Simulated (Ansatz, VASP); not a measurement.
## CoNiSb in VASP and in Ansatz

INCAR

```
SYSTEM = CoNiSb
  PREC = Accurate
  ENCUT = 520
  EDIFF = 1E-7
  ISMEAR = -1
  SIGMA = 0.05
  LREAL = .False.
  LASPH = .True.
  NELM = 100
  ALGO = Normal
  ISIF = 2
  LWAVE = .False.
  LCHARG = .False.
  ISPIN = 2
  MAGMOM = 0 0 1 1 2 2
  LORBIT = 11
  LMAXMIX = 4
  GGA = PE
  NBANDS = 37
```

KPOINTS

```
Automatic mesh
0
Gamma
  7 7 5
  0 0 0
```

The input POSCAR:

```
CoNiSb
1.0
    4.1566485108      0.0000000000      0.0000000000
   -2.0783242554      3.5997632049      0.0000000000
    0.0000000000      0.0000000000      5.2704064064
Sb Ni Co
2 2 2
Direct
    0.3333333333      0.6666666667      0.2500000000
    0.6666666667      0.3333333333      0.7500000000
    0.3333333333      0.6666666667      0.7500000000
    0.6666666667      0.3333333333      0.2500000000
    0.0000000000      0.0000000000      0.0000000000
    0.0000000000      0.0000000000      0.5000000000
```

input.yaml

```yaml
crystal:
  lattice:
    - [4.1566485108, 0.0, 0.0]
    - [-2.0783242554, 3.5997632049, 0.0]
    - [0.0, 0.0, 5.2704064064]
  atoms:
    - { symbol: Sb, position: [0.3333333333, 0.6666666667, 0.25] }
    - { symbol: Sb, position: [0.6666666667, 0.3333333333, 0.75] }
    - { symbol: Ni, position: [0.3333333333, 0.6666666667, 0.75], spin: 1.0 }
    - { symbol: Ni, position: [0.6666666667, 0.3333333333, 0.25], spin: 1.0 }
    - { symbol: Co, position: [0.0, 0.0, 0.0], spin: 2.0 }
    - { symbol: Co, position: [0.0, 0.0, 0.5], spin: 2.0 }
hamiltonian:
  xc: pbe
  pseudopotentials: { kind: paw }
magnetization:
  spin_polarized: true
kpoints:
  mp_grid: { grid: [7, 7, 5] }
scf:
  occupations: { method: fermi_dirac, width: 0.05 }
output:
  forces: true
  stress: true
  eigenvalues: true
  write_density: true
  write_potential: true
  elf: true
  volumetric_format: npy
```

Change from the starting cell: volume scaled by 0.94.

Alike in both runs: task single point; functional PBE; k mesh 7 × 7 × 5; occupations fermi-dirac, width 0.05 eV; collinear spin, ferromagnetic start.

|  | VASP | Ansatz |
| --- | --- | --- |
| version | VASP 6.6.1 | Ansatz 0.2.0 |
| potentials or method | VASP PAW PBE potentials, release 64 (Sb, Ni, Co) | Ansatz PAW |
| plane-wave cutoff (eV) | 520 | 420 |
| valence electrons in the cell | 48 | 100 |

VASP gave:

```
gap on the k mesh at the Fermi level (eV)                     : none
pressure (GPa)                                                : 10.1
largest component of the traceless stress (GPa)               : 1.46
net moment per atom (μB)                                      : 0.12
size of the moment on the site where the two differ most (μB) : 0.34
```

Problem. Which values does Ansatz return?

Solution. gap on the k mesh at the Fermi level (eV): none; pressure (GPa): 10.4; largest component of the traceless stress (GPa): 1.61; net moment per atom (μB): 0.13; size of the moment on the site where the two differ most (μB): 0.37.

Site moments also hang on the region over which each program counts them. A gap of «none» marks a metal or a gap that the smearing closes. The two sets of potentials don't hold the same shells in valence.

The runs have no spin-orbit coupling, so splittings on Sb are missing.
